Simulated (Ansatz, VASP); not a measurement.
**Be2Ge in two plane-wave programs**

Aim: how closely do two programs agree when they are given the same cell, functional and k mesh? The cell is generated by rule, not measured, and may not be a known phase. The cell is taken from a series of VASP runs on this material, whose earlier steps may have relaxed, scaled or displaced it; both programs get it as it stands.

Main program and level: Ansatz 0.2.0; plane waves, with VASP 6.6.1 beside it; band structure at PBEsol, spin-orbit coupling.

The structure was built from a prototype and need not be the compound's stable phase.

## 1. The structure

It takes space group Fm-3m (No. 225, cubic). Conventional cell: a = 5.209 Å, b = 5.209 Å, c = 5.209 Å, α = 90.00°, β = 90.00°, γ = 90.00°. Nearest to Ge lie 8 Be at 2.26 Å. Be has 4 Ge at 2.26 Å nearest. Farther neighbours are not listed.

## 2. Ansatz: band structure, PBEsol, spin-orbit coupling

Ansatz runs on its fully relativistic PAW (standard-fr) files.

With cell and atoms fixed, the geometry can't cause a difference; cores, projectors, grids and the points listed under the comparison can.

input.yaml reads:

```yaml
crystal:
  lattice:
    - [0.0, 2.60466, 2.60466]
    - [2.60466, 0.0, 2.60466]
    - [2.60466, 2.60466, 0.0]
  atoms:
    - { symbol: Ge, position: [0.0, 0.0, 0.0] }
    - { symbol: Be, position: [0.25, 0.25, 0.25] }
    - { symbol: Be, position: [0.75, 0.75, 0.75] }
hamiltonian:
  xc: pbesol
  pseudopotentials: { kind: paw_fr }
magnetization:
  noncollinear: true
  spin_orbit: true
kpoints:
  mp_grid: { grid: [10, 10, 10] }
  band_path:
    path:
      - [0.0, 0.0, 0.0]
      - [0.16667, 0.0, 0.16667]
      - [0.33333, 0.0, 0.33333]
      - [0.5, 0.0, 0.5]
      - [0.5, 0.08333, 0.58333]
      - [0.5, 0.18333, 0.68333]
      - [0.5, 0.25, 0.75]
      - [0.45, 0.3, 0.75]
      - [0.40833, 0.34167, 0.75]
      - [0.35, 0.35, 0.7]
      - [0.225, 0.225, 0.45]
      - [0.075, 0.075, 0.15]
      - [0.03333, 0.03333, 0.03333]
      - [0.23333, 0.23333, 0.23333]
      - [0.4, 0.4, 0.4]
      - [0.51667, 0.46667, 0.51667]
      - [0.55833, 0.38333, 0.55833]
      - [0.60833, 0.28333, 0.60833]
      - [0.60833, 0.25, 0.64167]
      - [0.55833, 0.25, 0.69167]
      - [0.51667, 0.25, 0.73333]
      - [0.5, 0.3, 0.7]
      - [0.5, 0.38333, 0.61667]
      - [0.5, 0.48333, 0.51667]
      - [0.475, 0.475, 0.55]
      - [0.425, 0.425, 0.65]
      - [0.38333, 0.38333, 0.73333]
      - [0.59167, 0.18333, 0.59167]
      - [0.55, 0.1, 0.55]
      - [0.5, 0.0, 0.5]
    npoints: 1
scf:
  occupations: { method: gaussian, width: 0.02 }
  n_extra_bands: 14
output:
  forces: true
  stress: true
  eigenvalues: true
```

Run with:

```console
$ ansatz run input.yaml --threads 2 --pin off --max-ram 4608MiB --backend cpu --events-out ev --progress --plain --runs-dir out
```

Numbers of over 12 decimals in the logs are rounded to 6 here.

The program printed:

```text
scf.n_extra_bands = 14 over 18 filled bands (N_el = 18.0): the run solves 32 bands
Engine: ansatz 0.2.0, aarch64-unknown-linux-gnu
Pseudopotentials: kind: paw_fr
Pseudopotential: Ge, paw_fr, valence charge 14, recommended cutoff 420 eV (normal), Ge.paw.azcp#standard-fr
Pseudopotential: Be, paw_fr, valence charge 2, recommended cutoff 420 eV (normal), Be.paw.azcp#standard-fr
Functional definition: PBEsol
  exchange = pbesol_x
  correlation = pbesol_c
non-collinear run that drives no moment, with spin-orbit: no starting moment large enough to seed its density (crystal.atoms[].spin), no starting occupations that ask for one, no magnetisation constraint and no magnetic field, so the semilocal B_xc is pinned to zero
Crystal: 3 atoms, lattice volume = 35.341 Å³
Basis set: ecut = 420 eV, 701 PW (Γ), exchange–correlation on 50×50×50 points (8 copies of the dense FFT grid, shifted against one another)
Bands: 32, of which v1, the nominal top of the filled ones, is band 18 counted from 1 (17 counted from 0)
Symmetry: 48 space group operations + 48 with time reversal
Magnetic group: BNS 225.117 (UNI 1619), of the structure as read, at distance tolerance 3.3e-5 Å
k-points: 47 of 1000
Projection manifold: j_resolved (fully-relativistic pseudo-atomic orbitals)
Non-local potential: Ge, projectors of the file, l = 0: 2, l = 1: 4, l = 2: 6, l = 3: 2
Non-local potential: Be, projectors of the file, l = 0: 2, l = 1: 4, l = 2: 2
PAW form: soft (Blöchl's): semilocal exchange-correlation on the pseudo side does not see the compensation charge
PAW frozen core: Ge, regenerated for the run's functional, and the local potential with it (the file was generated under x = pbe(κ = 0.804, μ = 0.219515), c = pbe(β = 0.066725))
PAW frozen core: Be, regenerated for the run's functional, and the local potential with it (the file was generated under x = pbe(κ = 0.804, μ = 0.219515), c = pbe(β = 0.066725))
PAW one-centre angular grid: Ge, 590 points (default); XC on 64 Gauss nodes
PAW one-centre angular grid: Be, 110 points (default); XC on 64 Gauss nodes
Initial density: superposition of atomic densities (chi_scale 0.1, normalization cell, long waves kept (reshape's long-wave potential 0.00 eV rms))
Initial wavefunctions: pseudopotential atomic-orbital guess
Functional: x = pbesol(κ = 0.804, μ = 0.123457), c = pbesol(β = 0.046)
SCF iter   1: F=—  HF=-4433.627861 eV  |F-HF|=—  |Δ(HF+E_count)|=         —  Δρ=3.33e-2  dr2=3.06e-1  dr2_m=0.00e0 (ungated)  ethr=3.10e-3  |M|=0.00e0 ∫|m|=0.00e0 μB  |m|>n=0.0e0 m-floor=0.0e0 τ_xc=0.0e0  β_m=0.30  ⟨swp⟩=8.7  Hψ=4710  notcnv=0  defer=64
preconditioner: auto → none  [insulator: Δε(μ)=0.043 eV  Ē_g=22.278 eV  σ=0.020 eV  W_gap=0.86  n_scr=14 (ndim 8)  ℏωp=26.5 eV  f_vac=0.000  D(μ)=0.88/eV (n_scr^D=8)  ε∞_Penn≈2.4]
SCF iter   2: F=—  HF=-4433.589592 eV  |F-HF|=—  |Δ(HF+E_count)|=   3.83e-2  Δρ=2.29e-2  dr2=1.36e-1  dr2_m=0.00e0 (ungated)  ethr=1.70e-3  |M|=0.00e0 ∫|m|=0.00e0 μB  |m|>n=0.0e0 m-floor=0.0e0 τ_xc=0.0e0  β_m=0.59  ⟨swp⟩=1.6  Hψ=991  notcnv=0  defer=196
preconditioner: auto → Kerker (q_TF=auto, 2.438 Å⁻¹)  [metal: Δε(μ)=0.010 eV  Ē_g=22.471 eV  σ=0.020 eV  W_gap=0.26  n_scr=14 (ndim 8)  ℏωp=26.5 eV  f_vac=0.000  D(μ)=1.49/eV (n_scr^D=14)]
spin=Noncollinear: Kerker preconditioning applied to the charge; magnetization (m_x, m_y, m_z) channels mix plain (no charge-response kernel on spin).
SCF iter   3: F=—  HF=-4433.578148 eV  |F-HF|=—  |Δ(HF+E_count)|=   1.14e-2  Δρ=3.26e-3  dr2=1.73e-3  dr2_m=0.00e0 (ungated)  ethr=7.58e-4  |M|=0.00e0 ∫|m|=0.00e0 μB  |m|>n=0.0e0 m-floor=0.0e0 τ_xc=0.0e0  β_m=0.72  ⟨swp⟩=3.0  Hψ=1019  notcnv=0  defer=332
SCF iter   4: F=—  HF=-4433.578066 eV  |F-HF|=—  |Δ(HF+E_count)|=   8.27e-5  Δρ=3.65e-4  dr2=3.45e-5  dr2_m=0.00e0 (ungated)  ethr=9.60e-6  |M|=0.00e0 ∫|m|=0.00e0 μB  |m|>n=0.0e0 m-floor=0.0e0 τ_xc=0.0e0  β_m=0.84  ⟨swp⟩=2.0  Hψ=1133  notcnv=0  defer=370
SCF iter   5: F=—  HF=-4433.577945 eV  |F-HF|=—  |Δ(HF+E_count)|=   1.20e-4  Δρ=6.25e-4  dr2=8.40e-5  dr2_m=0.00e0 (ungated)  ethr=1.91e-7  |M|=0.00e0 ∫|m|=0.00e0 μB  |m|>n=0.0e0 m-floor=0.0e0 τ_xc=0.0e0  β_m=0.74  ⟨swp⟩=2.0  Hψ=989  notcnv=0  defer=370
SCF iter   6: F=—  HF=-4433.577903 eV  |F-HF|=—  |Δ(HF+E_count)|=   4.25e-5  Δρ=3.23e-4  dr2=2.18e-5  dr2_m=0.00e0 (ungated)  ethr=1.91e-7  |M|=0.00e0 ∫|m|=0.00e0 μB  |m|>n=0.0e0 m-floor=0.0e0 τ_xc=0.0e0  β_m=0.87  ⟨swp⟩=2.2  Hψ=980  notcnv=0  defer=370
SCF iter   7: F=—  HF=-4433.577887 eV  |F-HF|=—  |Δ(HF+E_count)|=   1.59e-5  Δρ=8.22e-5  dr2=1.39e-6  dr2_m=0.00e0 (ungated)  ethr=1.21e-7  |M|=0.00e0 ∫|m|=0.00e0 μB  |m|>n=0.0e0 m-floor=0.0e0 τ_xc=0.0e0  β_m=0.93  ⟨swp⟩=2.2  Hψ=947  notcnv=0  defer=370
SCF iter   8: F=-4433.577886 eV  HF=-4433.577886 eV  |F-HF|=3.71e-8  |Δ(HF+E_count)|=   1.01e-6  Δρ=1.09e-5  dr2=2.13e-8  dr2_m=0.00e0 (ungated)  ethr=5.56e-10  |M|=0.00e0 ∫|m|=0.00e0 μB  |m|>n=0.0e0 m-floor=0.0e0 τ_xc=0.0e0  ⟨swp⟩=7.3  Hψ=3782  notcnv=0
SCF 1 converged in 8 iterations: F = -4433.577886 eV  dr2 = 2.13e-8
  greatest PAW one-centre occupation: 0.998 electrons in one spin orbital (limit 2), on the Ge atom at site 0 (counted from 0), in its partial waves of l = 2
NSCF: frozen V_eff on 30 k-points
SCF converged after 8 iterations
Magnetization: |M| = 0.0000 μB,  M = (+0.0000, +0.0000, +0.0000) μB
Absolute magnetization: 0.0000 μB (∫|m|)
  site 0: m = (+0.0000, +0.0000, +0.0000) μB, |m| = 0.0000 μB  (R = 0.93 Å)
  site 1: m = (+0.0000, +0.0000, +0.0000) μB, |m| = 0.0000 μB  (R = 0.93 Å)
  site 2: m = (+0.0000, +0.0000, +0.0000) μB, |m| = 0.0000 μB  (R = 0.93 Å)
Free energy (F): -4433.577886 eV
Harris-Foulkes:  -4433.577886 eV  (|F-HF|=3.71e-8)
Internal energy: -4433.577583 eV  (E = F + TS)
E sigma→0 (E₀):  -4433.577735 eV
Entropy (-TS):   -0.000303 eV (-0.101 meV/atom)
Fermi energy:    10.218067 eV
--- Per-component energies (eV) ---
  E_band       = -116.486510
  E_kinetic    = 155.040865
  E_local      = -2486.647208  (includes V_loc(G=0)·N_el)
  E_nonlocal   = 430.903138
  E_hartree    = 1105.529328
  E_xc         = -115.395139
  E_vxc        = -107.980952  (∫ρ·V_xc dr)
  E_paw        = -2095.065494  (= ΣΔE_a)
  E_vpaw       = -318.852728  (= ΣTr[D̂ρ^β])
  E_aug_tail   = 0.000323  (compensation charges beyond the density's cutoff)
  E_ewald      = -1428.883604
  E_core_change = 0.940207  (= ΣΔE_core)
  E_smearing   = -0.000303  (= −TS)
  E_closure    = 0.000000  (closes the sum)
  Σ components = -4433.577886   (vs F -4433.577886, Δ=0.00e0)
--- Forces (eV/Å), atoms counted from 1 ---
  atom   1  Ge    -0.00000000     0.00000000    -0.00000000
  atom   2  Be     0.00000000    -0.00000000     0.00000000
  atom   3  Be    -0.00000000    -0.00000000    -0.00000000
  max |Σ_I F_I| component: 2.78e-17 eV/Å
--- Stress (GPa, compression-positive) ---
        7.716353       0.000000       0.000000
        0.000000       7.716353      -0.000000
       -0.000000       0.000000       7.716353
  P = ⅓ Tr σ = 7.7164 GPa (77.164 kbar)
--- Band table (eV; the first three rows and the last of 47) ---
  k-point 0: bands = [... 14 lower, 10.7155, 10.7155, 10.7155, 10.7155, 10.7278, 10.7278, 10.7772, 10.7772, ... 10 higher]
  k-point 1: bands = [... 14 lower, 9.7684, 9.7684, 9.8662, 9.8662, 11.5881, 11.5881, 11.6679, 11.6679, ... 10 higher]
  k-point 2: bands = [... 14 lower, 9.0658, 9.0658, 9.1722, 9.1722, 12.1526, 12.1526, 12.1982, 12.1982, ... 10 higher]
  k-point 46: bands = [... 14 lower, 4.3219, 4.3219, 4.4910, 4.4910, 12.6824, 12.6824, 13.3441, 13.3441, ... 10 higher]
```

It took 14 s on 2 threads of Arm Neoverse N1, shared host; peak memory 0.44 GiB.

## 3. VASP: band structure, PBEsol, spin-orbit coupling

The same cell, functional, mesh and smearing now go to VASP, with its own data sets and cutoff.

Lines of VASP's logs that name or quote its potential files are left out, and so is its time.

INCAR reads:

```
SYSTEM = Be2Ge
PREC = Accurate
ENCUT = 410
EDIFF = 1E-06
NELM = 100
ISMEAR = 0
SIGMA = 0.02
LREAL = .FALSE.
ALGO = Normal
GGA = PS
LNONCOLLINEAR = .TRUE.
MAGMOM = 0 0 0 0 0 0 0 0 0
NBANDS = 30
GGA_COMPAT = .FALSE.
LASPH = .TRUE.
LSORBIT = .TRUE.
LORBIT = 11
LWAVE = .FALSE.
LCHARG = .FALSE.
KPAR = 4
ISIF = 2
```

POSCAR reads:

```
Be2Ge
1.0
    0.0000000000      2.6046600000      2.6046600000
    2.6046600000      0.0000000000      2.6046600000
    2.6046600000      2.6046600000      0.0000000000
Ge Be
1 2
Direct
    0.0000000000      0.0000000000      0.0000000000
    0.2500000000      0.2500000000      0.2500000000
    0.7500000000      0.7500000000      0.7500000000
```

KPOINTS reads:

```
Automatic mesh
0
Gamma
10 10 10
0 0 0
```

KPOINTS_OPT reads:

```
Line mode
16
Line-mode
Reciprocal
  0.00000000   0.00000000   0.00000000 GAMMA
  0.50000000   0.00000000   0.50000000 X

  0.50000000   0.00000000   0.50000000 X
  0.50000000   0.25000000   0.75000000 W

  0.50000000   0.25000000   0.75000000 W
  0.37500000   0.37500000   0.75000000 K

  0.37500000   0.37500000   0.75000000 K
  0.00000000   0.00000000   0.00000000 GAMMA

  0.00000000   0.00000000   0.00000000 GAMMA
  0.50000000   0.50000000   0.50000000 L

  0.50000000   0.50000000   0.50000000 L
  0.62500000   0.25000000   0.62500000 U

  0.62500000   0.25000000   0.62500000 U
  0.50000000   0.25000000   0.75000000 W

  0.50000000   0.25000000   0.75000000 W
  0.50000000   0.50000000   0.50000000 L

  0.50000000   0.50000000   0.50000000 L
  0.37500000   0.37500000   0.75000000 K

  0.62500000   0.25000000   0.62500000 U
  0.50000000   0.00000000   0.50000000 X
```

The projector-augmented-wave data sets are Ge_d and Be (PBE family, release 64).

Run with:

```console
$ mpirun -np 4 vasp_ncl
```

The program printed:

```text
[banner, memory and clock lines left out]
running    4 mpi-ranks, on    1 nodes
 distrk:  each k-point on    1 cores,    4 groups
 distr:  one band on    1 cores,    1 groups

 POSCAR found type information on POSCAR GeBe
 POSCAR found :  2 types and       3 ions
|                                                                             |
|               ----> ADVICE to this user running VASP <----                  |
|                                                                             |
|     You enforced a specific xc type in the INCAR file but a different       |
|     [... a line on the potential file left out ...]
|     I HOPE YOU KNOW WHAT YOU ARE DOING!                                     |
|                                                                             |

 LDA part: xc-table for (Slater+PW92), standard interpolation
 POSCAR, INCAR and KPOINTS ok, starting setup
 FFT: planning ... GRIDC
 FFT: planning ... GRID_SOFT
 FFT: planning ... GRID
 WAVECAR not read
 entering main loop
       N       E                     dE             d eps       ncg     rms          rms(c)
DAV:   1     0.127437011874E+03    0.12744E+03   -0.72306E+03  3536   0.240E+03
DAV:   2     0.922769158819E+01   -0.11821E+03   -0.11220E+03  2828   0.622E+02
DAV:   3    -0.116192718331E+02   -0.20847E+02   -0.20504E+02  3418   0.134E+02
DAV:   4    -0.123955742967E+02   -0.77630E+00   -0.77493E+00  3422   0.306E+01
DAV:   5    -0.124078650458E+02   -0.12291E-01   -0.12290E-01  3430   0.447E+00    0.353E+00
DAV:   6    -0.122836599856E+02    0.12421E+00   -0.39539E-02  4000   0.326E+00    0.196E+00
DAV:   7    -0.122258059425E+02    0.57854E-01   -0.47055E-02  3578   0.280E+00    0.311E-01
DAV:   8    -0.122257050808E+02    0.10086E-03   -0.26284E-03  3396   0.738E-01    0.169E-01
DAV:   9    -0.122256489061E+02    0.56175E-04   -0.29149E-04  3818   0.285E-01    0.501E-02
DAV:  10    -0.122256685326E+02   -0.19626E-04   -0.57153E-05  3348   0.578E-02    0.162E-02
DAV:  11    -0.122256693624E+02   -0.82976E-06   -0.31829E-06  3010   0.204E-02
   1 F= -.12225669E+02 E0= -.12225520E+02  d E =-.299658E-03  mag=    -0.0000    -0.0000     0.0000
 Start KPOINTS_OPT (optional k-point list driver)
k-point batch [1-47\160]
       N       E                     dE             ncg
DAV:   1    -0.136761492479E+04   -0.24976E+05     3538
DAV:   2    -0.686195781021E+04   -0.54943E+04     2836
DAV:   3    -0.782499558991E+04   -0.96304E+03     3458
DAV:   4    -0.786042286001E+04   -0.35427E+02     3462
DAV:   5    -0.786098913705E+04   -0.56628E+00     3496
DAV:   6    -0.786100188352E+04   -0.12746E-01     3584
DAV:   7    -0.786100234740E+04   -0.46387E-03     3576
DAV:   8    -0.786100236702E+04   -0.19621E-04     3494
DAV:   9    -0.786100236781E+04   -0.79413E-06     2216
[...]
k-point batch [142-160\160]
       N       E                     dE             ncg
DAV:   1     0.147612897573E+05   -0.12405E+05     1432
DAV:   2     0.125216201394E+05   -0.22397E+04     1140
DAV:   3     0.121413205673E+05   -0.38030E+03     1404
DAV:   4     0.121273851236E+05   -0.13935E+02     1422
DAV:   5     0.121271626546E+05   -0.22247E+00     1564
DAV:   6     0.121271578884E+05   -0.47662E-02     1440
DAV:   7     0.121271577229E+05   -0.16548E-03     1550
DAV:   8     0.121271577166E+05   -0.63386E-05     1390
DAV:   9     0.121271577163E+05   -0.24324E-06     1024
```

[end of part 1 of 2]

[Lines on the potential files, build, host, timing and source positions are cut from VASP's logs without a mark.]

[Logs are printed without paths, hosts, clocks, repeated set-up lines and the standing remarks that a program may print on its own settings, such as how far it seeks lower states.]

[Hosts, paths, dates, database ids (printed as entryN), source tags and the programs' standing remarks are cut or masked in the printed files.]
